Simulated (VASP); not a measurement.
# Al2Cl with BLYP: from relaxation to properties

Wanted: the relaxed cell of Al2Cl and its properties. The steps: relaxing cell and atoms (BLYP), second relaxation, single point with fields (BLYP), band structure (BLYP), density of states (BLYP), core levels (BLYP), zone-centre phonons (BLYP) and bands along the symmetry lines (HSE06). The cell is generated by rule, not measured, and may not be a known phase. Left out of this account: 1 further run (elastic: elastic constants of a metal on too coarse a mesh).

Program: VASP 6.6.1. Level of theory: BLYP; plane waves and PAW (Al, Cl), in the first sound run; inputs show where later runs differ. Results are calculated unless marked as measured.

Report form: the programs' logs are mostly left out.

## (1) Set-up

Before any relaxation, the start is as follows. It takes space group P4mm (No. 99, tetragonal). Conventional cell: a = 3.789 Å, b = 3.789 Å, c = 4.767 Å, α = 90.00°, β = 90.00°, γ = 90.00°. Nearest to Al lie 2 Cl at 1.90 Å. Nearest to Cl lie 4 Al at 1.90 Å. Farther neighbours and most contacts between anions are not listed.

## (2) Relaxing cell and atoms (BLYP)

Properties are meant for the cell that this level of theory prefers, so cell and atoms are relaxed first (ISIF = 3) until forces and stress are small; EDIFFG sets the threshold. BLYP comes from molecular chemistry and underbinds dense solids.

Contents of INCAR:

```
SYSTEM = Al2Cl
PREC = Accurate
ENCUT = 400
EDIFF = 1E-06
NELM = 100
ISMEAR = 0
SIGMA = 0.05
LREAL = .FALSE.
ALGO = Normal
GGA = B5
ALDAX = 1
AGGAX = 1
AGGAC = 1
ALDAC = 0
LORBIT = 11
LWAVE = .FALSE.
LCHARG = .FALSE.
IBRION = 2
NSW = 60
ISIF = 3
EDIFFG = -0.01
```

Contents of POSCAR:

```
Al2Cl
1.0
    3.7891741700      0.0000000000      0.0000000000
    0.0000000000      3.7891741700      0.0000000000
    0.0000000000      0.0000000000      4.7668408700
Al Cl
2 1
Direct
    0.5000000000      0.0000000000      0.3480306200
    0.0000000000      0.5000000000      0.3480306200
    0.0000000000      0.0000000000      0.3848475800
```

Contents of KPOINTS:

```
Automatic mesh
0
Gamma
6 6 5
0 0 0
```

PAW data sets: Al and Cl (PBE family, release 64).

Started as:

```bash
mpirun -np 1 vasp_std
```

Wall time 8.1 min (1 MPI rank of Intel Xeon Platinum 8375C at 2.90GHz (Ice Lake), shared host); peak memory 0.17 GiB.

This run has no spin polarisation. Its electron count is odd, so without a moment it is a metal by construction. The k-mesh is coarse for a metal. The PAW data sets were made with PBE, which is usual practice but a small mismatch for other functionals. After so large a change of volume the plane waves of the start cell no longer fit, so the final stress carries a basis-set error. The run keeps the 8 symmetry operations of its start, so it cannot find a distortion of lower symmetry.

The steps of the relaxation (22 of 60):

| step | energy less that of the first step (eV) | largest force (eV/Å) | pressure (GPa) | volume (Å³) |
| --- | --- | --- | --- | --- |
| 1 | 0.0000 | 3.4572 | 54.20 | 68.44 |
| 4 | -9.5503 | 0.3632 | -0.52 | 137.80 |
| 7 | -9.6155 | 0.4619 | -0.30 | 130.52 |
| 9 | -9.9219 | 0.3984 | -0.71 | 106.10 |
| 12 | -10.0622 | 0.0015 | 0.07 | 85.81 |
| 15 | -10.0623 | 0.0052 | -0.02 | 86.09 |
| 18 | -10.0625 | 0.0164 | -0.03 | 85.90 |
| 21 | -10.0567 | 0.3318 | 0.19 | 81.41 |
| 23 | -10.0671 | 0.1634 | 0.02 | 83.59 |
| 26 | -10.0671 | 0.1678 | 0.02 | 83.53 |
| 29 | -10.0671 | 0.1781 | 0.03 | 83.39 |
| 32 | -10.0675 | 0.1797 | 0.03 | 83.34 |
| 35 | -10.0710 | 0.1962 | 0.07 | 82.92 |
| 38 | -10.1053 | 0.3486 | 0.43 | 79.46 |
| 40 | -10.1153 | 0.4077 | 0.51 | 78.03 |
| 43 | -10.1272 | 0.4205 | 0.95 | 76.37 |
| 46 | -10.1319 | 0.3825 | 1.25 | 75.83 |
| 49 | -10.1656 | 0.2978 | 0.91 | 76.34 |
| 52 | -10.2212 | 0.0198 | -0.08 | 78.40 |
| 54 | -10.2213 | 0.0074 | -0.10 | 78.52 |
| 57 | -10.2216 | 0.0065 | -0.06 | 78.31 |
| 60 | -10.2216 | 0.0020 | 0.01 | 78.08 |

| cell as run | before | after | change |
| --- | --- | --- | --- |
| a (Å) | 3.789 | 5.253 | +38.6 % |
| b (Å) | 3.789 | 5.253 | +38.6 % |
| c (Å) | 4.767 | 2.829 | -40.6 % |
| volume (Å³/atom) | 22.81 | 26.03 | +14.1 % |

The atoms that moved most (Å, as changes of fractional coordinates times the final cell):

| atom | dx | dy | dz | length |
| --- | --- | --- | --- | --- |
| Cl3 | 0.000 | 0.000 | -0.072 | 0.072 |
| Al1 | 0.000 | 0.000 | 0.036 | 0.036 |
| Al2 | 0.000 | 0.000 | 0.036 | 0.036 |

Final coordinates:

```
Al Cl
1.0
     5.25335    0.00000    0.00000
     0.00000    5.25335    0.00000
     0.00000    0.00000    2.82914
Al Cl
2 1
Cartesian
  2.6267 0.0000 1.0205
  0.0000 2.6267 1.0205
  0.0000 0.0000 1.0171
```

This step gave:

```
electrons                       : 13
bands                           : 10
irreducible k-points            : 30
symmetry operations             : 8
free energy (TOTEN)             : -7.041 eV
energy at zero smearing         : -7.040 eV
Fermi energy                    : 4.545 eV
pressure                        : 0.008464 GPa
metallic                        : yes
SCF cycles over all ionic steps : 396
```

It ends with a largest force of 0.002 eV/Å and a pressure of 0.01 GPa.

## (3) Second relaxation

A relaxation keeps the plane waves of the cell it began with, so it is repeated from the new cell, on a basis made for it. The mesh changes with the cell too.

INCAR is that of step 2.

Contents of POSCAR:

```
Al2Cl
1.0
    5.2533513300      0.0000000000      0.0000000000
    0.0000000000      5.2533513300      0.0000000000
    0.0000000000      0.0000000000      2.8291417000
Al Cl
2 1
Direct
    0.5000000000      0.0000000000      0.0000000000
    0.0000000000      0.5000000000      0.0000000000
    0.0000000000      0.0000000000      0.0000000000
```

Contents of KPOINTS:

```
Automatic mesh
0
Gamma
4 4 8
0 0 0
```

The cell reached was symmetrised within 0.01 Å before this step, which raises the operations from 8 to 16, which the run then keeps.

Started as:

```bash
mpirun -np 1 vasp_std
```

It took 69 s on 1 MPI rank; peak memory 0.16 GiB.

The run keeps the 16 symmetry operations of its start, so it cannot find a distortion of lower symmetry.

Relaxation path:

| step | energy less that of the first step (eV) | largest force (eV/Å) | pressure (GPa) | volume (Å³) |
| --- | --- | --- | --- | --- |
| 1 | 0.0000 | 0.0000 | 2.09 | 78.08 |
| 2 | -0.0415 | 0.0000 | 1.16 | 81.97 |
| 3 | -0.0621 | 0.0000 | 0.36 | 86.62 |
| 4 | -0.0625 | 0.0000 | 0.09 | 87.73 |
| 5 | -0.0626 | 0.0000 | 0.17 | 87.36 |
| 6 | -0.0660 | 0.0000 | -0.04 | 88.33 |
| 7 | -0.0661 | 0.0000 | -0.06 | 88.51 |
| 8 | -0.0661 | 0.0000 | -0.07 | 88.55 |
| 9 | -0.0662 | 0.0000 | -0.01 | 88.30 |

| conventional cell, symmetrised | before | after | change |
| --- | --- | --- | --- |
| a (Å) | 5.253 | 5.453 | +3.8 % |
| b (Å) | 5.253 | 5.453 | +3.8 % |
| c (Å) | 2.829 | 2.969 | +5.0 % |
| volume (Å³/atom) | 26.03 | 29.43 | +13.1 % |

Final coordinates:

```xyz
3
Lattice="5.4533 0.0000 0.0000 0.0000 5.4533 0.0000 0.0000 0.0000 2.9692" Properties=species:S:1:pos:R:3 pbc="T T T"
Al    2.7266    0.0000    0.0000
Al    0.0000    2.7266    0.0000
Cl    0.0000    0.0000    0.0000
```

Numbers from this step:

* symmetry operations: 16
* free energy (TOTEN): -7.273 eV
* energy at zero smearing: -7.272 eV
* Fermi energy: 3.332 eV
* pressure: -0.01024 GPa
* SCF cycles over all ionic steps: 63

It ends with forces that vanish by symmetry and a pressure of -0.01 GPa.

## (4) Single point with fields (BLYP)

A single point on the relaxed cell gives a clean self-consistent state, with density, ELF and potential written out.

INCAR: that of step 3 with these lines changed.

```diff
@@ -16,6 +16,5 @@
 LWAVE = .FALSE.
-LCHARG = .FALSE.
-IBRION = 2
-NSW = 60
-ISIF = 3
-EDIFFG = -0.01
+LCHARG = .TRUE.
+ISIF = 2
+LELF = .TRUE.
+LVHAR = .TRUE.
```

Contents of POSCAR:

```
Al2Cl
1.0
    5.4532658600      0.0000000000      0.0000000000
    0.0000000000      5.4532658600      0.0000000000
    0.0000000000      0.0000000000      2.9692341786
Al Cl
2 1
Direct
    0.5000000000      0.0000000000      0.0000000000
    0.0000000000      0.5000000000      0.0000000000
    0.0000000000      0.0000000000      0.0000000000
```

KPOINTS is that of step 3.

Started as:

```bash
mpirun -np 1 vasp_std
```

Wall time 14 s (1 MPI rank); peak memory 0.16 GiB.

This step gave:

| Property | Result |
| --- | --- |
| SCF cycles | 12 |
| free energy (TOTEN) | -7.278 eV |
| energy at zero smearing | -7.277 eV |
| pressure | -0.02885 GPa |

Valence electrons inside each PAW sphere by angular momentum. Sphere charges, by row:

| atom | s (e) | p (e) | d (e) | tot (e) |
| --- | --- | --- | --- | --- |
| Al1 | 0.545 | 0.185 | 0 | 0.729 |
| Al2 | 0.545 | 0.185 | 0 | 0.729 |
| Cl3 | 1.628 | 3.514 | 0 | 5.142 |

ELF in the ab plane at fractional z = 0.000, with atoms of Al and Cl within 0.2 Å of it. It is the smooth field of the valence electrons, not physical close to the nuclei.

Ten even steps from '0' (0.07) to '9' (0.84), each cell a mean:
```
699646423654898
998425888742699
875214899721368
532002687410124
543201243101245
567631011014776
159962000137983
059962000148982
368841000026884
665310122112456
432001466300124
753103899620246
997325899732589
899536655643799
389746301555896
```
Columns run along a (5.5 Å), rows up along b (5.5 Å). Atoms in or near the plane, at fractional coordinates: Al at (0.50, 0.00), Al at (0.00, 0.50), Cl at (0.00, 0.00).

Valence density in the ab plane at fractional z = 0.000, with atoms of Al and Cl within 0.2 Å of it. It is the smooth field of the valence electrons, not physical close to the nuclei.

Ten even steps from '0' (0.0 e/Å³) to '9' (1.6 e/Å³), each cell a mean:
```
795210000011389
963100000000148
321000000000013
110000000000001
100000000000001
000000000000000
000000000000000
000000000000000
000000000000000
100000000000000
100000000000001
210000000000012
642000000000135
994100000001269
396211000011397
```
Columns run along a (5.5 Å), rows up along b (5.5 Å). Atoms in or near the plane, at fractional coordinates: Al at (0.50, 0.00), Al at (0.00, 0.50), Cl at (0.00, 0.00).

Electrostatic potential energy in the ab plane at fractional z = 0.000, with atoms of Al and Cl within 0.2 Å of it. With pseudopotentials it is smooth inside the atoms' cores, unlike the true potential.

Ten even steps from '_' (-93 eV) to '@' (3 eV), each cell a mean:
```
__--%%@@@@%%==__::**%%@@@@++..
++##@@@@@@%%##++**%%@@@@@@%%++
@@@@@@@@@@@@@@%%%%@@@@@@@@@@@@
@@@@@@@@@@@@@@@@@@@@@@@@@@@@@@
%%@@@@@@@@@@@@@@@@@@@@@@@@@@%%
++##%%@@@@@@@@@@@@@@@@@@@@%%**
__==%%@@@@@@@@@@@@@@@@@@%%**::
__--##@@@@@@@@@@@@@@@@@@%%++__
--++%%@@@@@@@@@@@@@@@@@@@@##==
##%%@@@@@@@@@@@@@@@@@@@@@@%%%%
@@@@@@@@@@@@@@@@@@@@@@@@@@@@@@
@@@@@@@@@@@@@@@@@@@@@@@@@@@@@@
##%%@@@@@@@@%%##%%%%@@@@@@@@%%
..==%%@@@@%%++--==##@@@@@@##--
__..##@@@@##--____++%%@@@@++__
```
Columns run along a (5.5 Å; values clipped at the 3rd and 97th percentile), rows up along b (5.5 Å). Atoms in or near the plane, at fractional coordinates: Al at (0.50, 0.00), Al at (0.00, 0.50), Cl at (0.00, 0.00).

In this run the pressure is -0.03 GPa, small enough to go on.

## (5) Band structure (BLYP)

The mesh alone shows little of the dispersion and can miss band extrema, so KPOINTS_OPT adds a path through the symmetry points after the self-consistent cycle.

INCAR: that of step 4 with these lines changed.

```diff
@@ -16,5 +16,2 @@
 LWAVE = .FALSE.
-LCHARG = .TRUE.
-ISIF = 2
-LELF = .TRUE.
-LVHAR = .TRUE.
+LCHARG = .FALSE.
```

POSCAR is that of step 4.

KPOINTS is that of step 4.

Contents of KPOINTS_OPT:

```
Line mode
16
Line-mode
Reciprocal
  0.00000000   0.00000000   0.00000000 GAMMA
  0.00000000   0.50000000   0.00000000 X

  0.00000000   0.50000000   0.00000000 X
  0.50000000   0.50000000   0.00000000 M

  0.50000000   0.50000000   0.00000000 M
  0.00000000   0.00000000   0.00000000 GAMMA

  0.00000000   0.00000000   0.00000000 GAMMA
  0.00000000   0.00000000   0.50000000 Z

  0.00000000   0.00000000   0.50000000 Z
  0.00000000   0.50000000   0.50000000 R

  0.00000000   0.50000000   0.50000000 R
  0.50000000   0.50000000   0.50000000 A

  0.50000000   0.50000000   0.50000000 A
  0.00000000   0.00000000   0.50000000 Z

  0.00000000   0.50000000   0.00000000 X
  0.00000000   0.50000000   0.50000000 R

  0.50000000   0.50000000   0.00000000 M
  0.50000000   0.50000000   0.50000000 A
```

Started as:

```bash
mpirun -np 1 vasp_std
```

Wall time 38 s (1 MPI rank); peak memory 0.17 GiB.

Electronic bands along the path, in eV, zero at the Fermi level; # counts the bands kept:

| point | #3 | #4 | #5 | #6 | #7 |
| --- | --- | --- | --- | --- | --- |
| Γ | -5.78 | -4.58 | -1.69 | 0.89 | 0.89 |
| 0.47 of the way | -5.25 | -3.65 | -1.69 | 0.42 | 0.49 |
| X | -5.13 | -2.46 | -1.68 | 0.10 | 0.25 |
| 0.53 of the way | -3.50 | -2.42 | -1.68 | -1.45 | 1.46 |
| M | -2.32 | -2.32 | -2.03 | -1.68 | 0.89 |
| 0.53 of the way | -4.09 | -3.41 | -1.68 | -0.79 | 1.62 |
| Γ | -5.78 | -4.58 | -1.69 | 0.89 | 0.89 |
| 0.53 of the way | -4.98 | -3.76 | -3.42 | 1.81 | 1.81 |
| Z | -4.83 | -2.26 | -0.89 | -0.89 | -0.23 |
| 0.47 of the way | -4.81 | -1.85 | -1.02 | -0.52 | -0.43 |
| R | -4.80 | -1.53 | -1.28 | -0.51 | 0.16 |
| 0.47 of the way | -5.10 | -1.22 | -0.81 | -0.75 | 0.24 |
| A | -5.39 | -1.14 | -1.14 | 0.47 | 0.47 |
| 0.47 of the way | -5.16 | -1.06 | -1.00 | -0.80 | -0.17 |
| Z | -4.83 | -2.26 | -0.89 | -0.89 | -0.23 |
| jump to X | -5.13 | -2.46 | -1.68 | 0.10 | 0.25 |
| 0.47 of the way | -4.46 | -3.49 | -2.07 | 0.91 | 1.05 |
| R | -4.80 | -1.53 | -1.28 | -0.51 | 0.16 |
| jump to M | -2.32 | -2.32 | -2.03 | -1.68 | 0.89 |
| 0.47 of the way | -3.72 | -1.93 | -1.93 | -1.19 | 1.73 |
| A | -5.39 | -1.14 | -1.14 | 0.47 | 0.47 |

Of the projections kept (Al, Cl), the largest for each band there; the rest of the weight can lie on other orbitals:

| point | #3 | #4 | #5 | #6 | #7 |
| --- | --- | --- | --- | --- | --- |
| Γ | Al 0.85 | Al 1.00 | Cl 1.00 | Al 0.70 | Al 0.70 |
| X | Al 0.91 | Cl 0.77 | Cl 1.00 | Al 1.00 | Al 1.00 |
| M | Cl 0.72 | Cl 0.72 | Al 1.00 | Cl 1.00 | Al 0.66 |
| Γ | Al 0.85 | Al 1.00 | Cl 1.00 | Al 0.70 | Al 0.70 |
| Z | Cl 0.95 | Al 0.89 | Al 0.63 | Al 1.00 | Al 1.00 |
| R | Cl 0.95 | Al 0.94 | Al 1.00 | Al 0.79 | Al 0.50 |

There is no gap at this level.

Of the bands kept, 2 cross the Fermi level on this path.

## (6) Density of states (BLYP)

A density of states needs more k-points than a total energy; ISMEAR = -5 takes tetrahedra, and LORBIT projects the states on the PAW spheres. The mesh is finer than in the run before.

INCAR: that of step 5 with these lines changed.

```diff
@@ -5,3 +5,3 @@
 NELM = 100
-ISMEAR = 0
+ISMEAR = -5
 SIGMA = 0.05
@@ -17 +17,2 @@
 LCHARG = .FALSE.
+NEDOS = 2001
```

POSCAR is that of step 5.

Contents of KPOINTS:

```
Automatic mesh
0
Gamma
6 6 11
0 0 0
```

Started as:

```bash
mpirun -np 1 vasp_std
```

Run time: 23 s. Hardware: 1 MPI rank; peak memory 0.18 GiB.

With tetrahedra the forces and stress of a metal are not exact derivatives of the energy.

This step gave:

```yaml
scf_cycles: 13
irreducible_k_points: 60
free_energy_toten: -7.226 eV
fermi_energy: 3.380 eV
pressure: -0.6957 GPa
dos_at_the_fermi_level: 1.090 states/eV/cell
```

The density of states has structure finer than the step of the table below, so its rows give means over 0.5 eV, whole bins alone (the curve runs from -12.0 to 2.07 eV). Peaks (eV: height): total -5.76: 5.28, -5.50: 2.74, -5.15: 3.42, -2.20: 3.14; Cl p -5.76: 2.50, -5.50: 1.21, -5.15: 1.66, -2.20: 1.35; Al s -7.14: 0.223, -2.20: 0.312, -1.27: 0.206, 0.08: 0.284; Al p -1.27: 0.293, 0.08: 0.298, 0.79: 0.261, 1.64: 0.348.

States under -12.0 eV and over 2.1 eV are left out. Table of density of states by energy, zero at the Fermi level; means over each step; values in states/eV/cell:

| energy (eV) | total | Cl p | Al s | Al p |
| --- | --- | --- | --- | --- |
| -8.0 | 0 | 0 | 0 | 0 |
| -7.5 | 0.0736 | 0.0178 | 0.0108 | 2.5e-4 |
| -7.0 | 1.39 | 0.359 | 0.193 | 0.00847 |
| -6.5 | 1.59 | 0.490 | 0.181 | 0.0203 |
| -6.0 | 2.55 | 1.04 | 0.162 | 0.0436 |
| -5.5 | 2.50 | 1.13 | 0.131 | 0.0371 |
| -5.0 | 1.98 | 0.858 | 0.122 | 0.0358 |
| -4.5 | 1.06 | 0.321 | 0.125 | 0.0164 |
| -4.0 | 0.664 | 0.191 | 0.0963 | 0.0106 |
| -3.5 | 1.05 | 0.315 | 0.159 | 0.0176 |
| -3.0 | 1.69 | 0.567 | 0.237 | 0.0329 |
| -2.5 | 1.97 | 0.650 | 0.273 | 0.0503 |
| -2.0 | 2.20 | 0.880 | 0.216 | 0.0780 |
| -1.5 | 1.43 | 0.127 | 0.133 | 0.163 |
| -1.0 | 0.467 | 0.00788 | 0.0145 | 0.0581 |
| -0.5 | 0.852 | 0.0265 | 0.0386 | 0.113 |
| 0.0 | 1.37 | 0.0603 | 0.119 | 0.166 |
| 0.5 | 1.47 | 0.0699 | 0.111 | 0.190 |
| 1.0 | 1.52 | 0.0552 | 0.0752 | 0.225 |
| 1.5 | 1.93 | 0.0598 | 0.0866 | 0.309 |

The finer mesh and the other smearing move the Fermi level by +0.05 eV from the 4×4×8 run, a small shift, which tests the Fermi level alone.

## (7) Core levels (BLYP)

Core levels shift with the potential at each site, so they tell like atoms on unlike sites apart.

INCAR: that of step 6 with these lines changed.

```diff
@@ -5,3 +5,3 @@
 NELM = 100
-ISMEAR = -5
+ISMEAR = 0
 SIGMA = 0.05
@@ -17,2 +17,2 @@
 LCHARG = .FALSE.
-NEDOS = 2001
+ICORELEVEL = 1
```

POSCAR is that of step 6.

Contents of KPOINTS:

```
Automatic mesh
0
Gamma
4 4 8
0 0 0
```

Started as:

```bash
mpirun -np 1 vasp_std
```

Run time: 13 s. Hardware: 1 MPI rank; peak memory 0.16 GiB.

These are scalar-relativistic Kohn-Sham levels of the ground state, with no core hole, so they are not binding energies.

This step gave:

* SCF cycles: 12
* irreducible k-points: 30
* free energy (TOTEN): -7.278 eV
* Fermi energy: 3.332 eV
* pressure: -0.02885 GPa

Kohn-Sham core levels. Core levels, by row:

| atom | shell | level below the Fermi level (eV) |
| --- | --- | --- |
| Al1 | 1s | 1507 |
| Al1 | 2s | 104.3 |
| Al1 | 2p | 65.73 |
| Al2 | 1s | 1507 |
| Al2 | 2s | 104.3 |
| Al2 | 2p | 65.73 |
| Cl3 | 1s | 2745 |
| Cl3 | 2s | 247.1 |
| Cl3 | 2p | 186 |

Atoms of one element give levels within 0.1 eV of each other.

## (8) Zone-centre phonons (BLYP)

Zone-centre modes test whether the atoms sit at a minimum within this cell. IBRION = 8 takes the force constants from linear response, which needs tightly converged orbitals.

INCAR: that of step 7 with these lines changed.

```diff
@@ -3,3 +3,3 @@
 ENCUT = 400
-EDIFF = 1E-06
+EDIFF = 1E-08
 NELM = 100
@@ -17,2 +17,3 @@
 LCHARG = .FALSE.
-ICORELEVEL = 1
+IBRION = 8
+ISIF = 2
```

POSCAR is that of step 7.

KPOINTS is that of step 7.

Started as:

```bash
mpirun -np 1 vasp_std
```

Run time: 3.5 min. Hardware: 1 MPI rank; peak memory 0.22 GiB.

Energies printed during the response cycles are not total energies of the cell.

This step gave:

- pressure of the cell: -0.02506 GPa
- largest force of the cell: 0 eV/Å

The modes at Γ (shares of kinetic energy by element, %) (negative means imaginary):

| mode | frequency (cm⁻¹) | symmetry | Al % | Cl % |
| --- | --- | --- | --- | --- |
| 1 | -104.1 | Eu | 53 | 47 |
| 2 | -104.1 | Eu | 53 | 47 |
| 3 | -0.5 | acoustic | 61 | 39 |
| 4 | -0.2 | acoustic | 60 | 40 |
| 5 | -0.2 | acoustic | 60 | 40 |
| 6 | 38.8 | Eu | 87 | 13 |
| 7 | 38.8 | Eu | 87 | 13 |
| 8 | 46.4 | Bu | 100 | 0 |
| 9 | 79.6 | A2u | 39 | 61 |

Displacements in mode 2 (-104.1 cm⁻¹), the largest set to 1:
```
Al1 -1.00  0.06  0.00
Al2 -0.07  0.81  0.00
Cl3  0.82 -0.66  0.00
```

Displacements in mode 9 (79.6 cm⁻¹), the largest set to 1:
```
Al1  0.00  0.00  0.65
Al2  0.00  0.00  0.65
Cl3  0.00  0.00 -1.00
```

The three acoustic modes lie within 0.5 cm⁻¹ of zero, but 2 optical modes are imaginary, so the cell is a saddle point and not a minimum. By the characters of their eigenvectors the optical modes sort into (cm⁻¹) infrared active: Eu 104i, Eu 39, A2u 80; silent: Bu 46. B labels carry no number here, since it depends on the setting of the axes.

(Part 1 of 2 ends here.)

[Lines on the potential files, build, host, timing and source positions are cut from VASP's logs without a mark.]

[Logs are printed without paths, hosts, clocks, repeated set-up lines and the standing remarks that a program may print on its own settings, such as how far it seeks lower states.]

[Hosts, paths, dates, database ids (printed as entryN), source tags and the programs' standing remarks are cut or masked in the printed files.]

[A measured line is paired with the nearest computed mode of its activity, which favours agreement.]
